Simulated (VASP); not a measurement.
Output of a VASP run:

File OSZICAR:
```
       N       E                     dE             d eps       ncg     rms          rms(c)
DAV:   1     0.410742910946E+03    0.41074E+03   -0.22703E+04  4176   0.158E+03
DAV:   2    -0.831478648186E+02   -0.49389E+03   -0.48165E+03  4224   0.418E+02
DAV:   3    -0.130403436090E+03   -0.47256E+02   -0.43277E+02  5508   0.141E+02
DAV:   4    -0.136442019574E+03   -0.60386E+01   -0.58898E+01  7628   0.372E+01
DAV:   5    -0.136590341169E+03   -0.14832E+00   -0.14731E+00  6240   0.662E+00    0.366E+01
DAV:   6    -0.172903075452E+03   -0.36313E+02   -0.55915E+02  5572   0.245E+02    0.838E+01
DAV:   7    -0.115338251622E+03    0.57565E+02   -0.16895E+02  5204   0.108E+02    0.192E+01
DAV:   8    -0.111279796567E+03    0.40585E+01   -0.20798E+01  6036   0.318E+01    0.641E+00
DAV:   9    -0.111293150951E+03   -0.13354E-01   -0.31434E+00  6460   0.110E+01    0.368E+00
DAV:  10    -0.111399374307E+03   -0.10622E+00   -0.68618E-01  6776   0.490E+00    0.151E+00
DAV:  11    -0.111406515095E+03   -0.71408E-02   -0.16794E-01  6260   0.317E+00    0.867E-01
DAV:  12    -0.111415309731E+03   -0.87946E-02   -0.22668E-02  5896   0.107E+00    0.651E-01
DAV:  13    -0.111420463689E+03   -0.51540E-02   -0.19634E-02  6416   0.114E+00    0.304E-01
DAV:  14    -0.111420588810E+03   -0.12512E-03   -0.50349E-03  6540   0.398E-01    0.142E-01
DAV:  15    -0.111420736463E+03   -0.14765E-03   -0.89493E-04  6932   0.216E-01    0.749E-02
DAV:  16    -0.111420710788E+03    0.25675E-04   -0.17215E-04  7192   0.877E-02    0.509E-02
DAV:  17    -0.111420718810E+03   -0.80223E-05   -0.11826E-04  6864   0.821E-02    0.246E-02
DAV:  18    -0.111420725580E+03   -0.67699E-05   -0.43678E-05  6652   0.454E-02    0.982E-03
DAV:  19    -0.111420728756E+03   -0.31756E-05   -0.51207E-06  5044   0.161E-02    0.747E-03
DAV:  20    -0.111420727645E+03    0.11107E-05   -0.13243E-06  5964   0.953E-03    0.327E-03
DAV:  21    -0.111420728100E+03   -0.45436E-06   -0.31544E-07  3300   0.545E-03    0.158E-03
DAV:  22    -0.111420727738E+03    0.36187E-06   -0.75198E-08  2424   0.215E-03    0.939E-04
DAV:  23    -0.111420727033E+03    0.70478E-06   -0.56323E-08  2364   0.175E-03    0.390E-04
DAV:  24    -0.111420726773E+03    0.26000E-06   -0.20621E-08  2344   0.117E-03    0.232E-04
DAV:  25    -0.111420726757E+03    0.16193E-07   -0.10103E-08  2336   0.733E-04
   1 F= -.11142073E+03 E0= -.11142073E+03  d E =0.000000E+00  mag=     3.8593
       N       E                     dE             ncg
       N       E                     dE             ncg
       N       E                     dE             ncg
```

**OUTCAR**
```
------------------------ aborting loop because EDIFF is reached ----------------------------------------
  FORCE on cell =-STRESS in cart. coord.  units (eV):
  Direction    XX          YY          ZZ          XY          YZ          ZX
  --------------------------------------------------------------------------------------
  Total       -0.1026328     -0.1026328     -0.1026328     -0.0000000      0.0000000      0.0000000
  in kB       -1.6849721     -1.6849721     -1.6849721     -0.0000000      0.0000000      0.0000000
  external PRESSURE =      -1.6849721 kB  Pullay stress =       0.0000000 kB
  volume of cell :       97.59
      direct lattice vectors                 reciprocal lattice vectors
     0.000000000  3.654192243  3.654192243    -0.136829145  0.136829145  0.136829145
     3.654192243  0.000000000  3.654192243     0.136829145 -0.136829145  0.136829145
     3.654192243  3.654192243  0.000000000     0.136829145  0.136829145 -0.136829145
 POSITION                                       TOTAL-FORCE (eV/Angst)
 -----------------------------------------------------------------------------------
      0.00000      0.00000      0.00000        -0.000000     -0.000000      0.000000
      1.82710      1.82710      1.82710         0.000000      0.000000     -0.000000
      4.56774      4.56774      4.56774        -0.000000      0.000000      0.000000
      4.56774      2.74064      2.74064        -0.000000      0.000000      0.000000
      2.74064      2.74064      4.56774        -0.000000      0.000000      0.000000
      2.74064      4.56774      2.74064        -0.000000      0.000000      0.000000
 -----------------------------------------------------------------------------------
    total drift:                                0.000000      0.000000      0.000000
  FREE ENERGIE OF THE ION-ELECTRON SYSTEM (eV)
  ---------------------------------------------------
  free  energy   TOTEN  =      -111.4207267569 eV

  energy  without entropy=     -111.4207267569  energy(sigma->0) =     -111.42072676

 total charge

# of ion       s       p       d       tot
------------------------------------------
    1        2.154   5.826   1.119   9.100
    2        2.154   5.826   1.119   9.100
    3        0.509   0.420   7.240   8.169
    4        0.509   0.420   7.240   8.169
    5        0.509   0.420   7.240   8.169
    6        0.509   0.420   7.240   8.169
--------------------------------------------------
tot          6.346  13.332  31.197  50.876

 magnetization (x)

# of ion       s       p       d       tot
------------------------------------------
    1       -0.015  -0.034  -0.311  -0.360
    2       -0.015  -0.034  -0.311  -0.360
    3       -0.001  -0.065   1.423   1.357
    4       -0.001  -0.065   1.423   1.357
    5       -0.001  -0.065   1.423   1.357
    6       -0.001  -0.065   1.423   1.357
--------------------------------------------------
tot         -0.035  -0.326   5.069   4.708
```
(Selected blocks of OUTCAR.)

### POSCAR
```
NdCo2
1
    0.0000000000     3.6541922434     3.6541922434
    3.6541922434     0.0000000000     3.6541922434
    3.6541922434     3.6541922434     0.0000000000
Nd Co
2 4
Direct
  0.0000000000   0.0000000000   0.0000000000
  0.2500000000   0.2500000000   0.2500000000
  0.6250000000   0.6250000000   0.6250000000
  0.1250000000   0.6250000000   0.6250000000
  0.6250000000   0.6250000000   0.1250000000
  0.6250000000   0.1250000000   0.6250000000
```

### Question
Write an INCAR and KPOINTS that could have produced this output.

### Answer
One answer among several that fit: the input of the run itself, r2SCAN meta-GGA, plane waves, VASP's PBE PAW potentials (set 64).

### KPOINTS_OPT
```
k-points along high-symmetry lines
10
Line-mode
Reciprocal
  0.000000   0.000000   0.000000 ! GAMMA
  0.500000   0.000000   0.500000 ! X

  0.500000   0.000000   0.500000 ! X
  0.625000   0.250000   0.625000 ! U

  0.375000   0.375000   0.750000 ! K
  0.000000   0.000000   0.000000 ! GAMMA

  0.000000   0.000000   0.000000 ! GAMMA
  0.500000   0.500000   0.500000 ! L

  0.500000   0.500000   0.500000 ! L
  0.500000   0.250000   0.750000 ! W

  0.500000   0.250000   0.750000 ! W
  0.500000   0.000000   0.500000 ! X
```

### INCAR
```
SYSTEM = NdCo2
PREC = Accurate
ENCUT = 400
EDIFF = 1E-7
NELM = 100
ALGO = Normal
LREAL = .FALSE.
LASPH = .TRUE.
ISMEAR = -5
METAGGA = R2SCAN
LMIXTAU = .TRUE.
LMAXMIX = 6
ISPIN = 2
MAGMOM = -0.4 -0.4 1.4 1.4 1.4 1.4
LORBIT = 11
LWAVE = .FALSE.
LCHARG = .FALSE.
NEDOS = 601
ISIF = 2
```

File KPOINTS:
```
K-points
0
G
  8 8 8
0 0 0
```

POTCAR, in this order: Nd_3 Co (PBE.64 set). Program: vasp_std.

The 4f electrons are frozen in the core of the lanthanide potential, so 4f levels, which can set the real gap, and their magnetism are missing. For a metal the tetrahedron method with Blöchl corrections gives inexact stress and forces.

The structure comes from a measured NdCo2 entry (Fd-3m) of the Crystallography Open Database, whose conditions weren't checked. It was relaxed first.
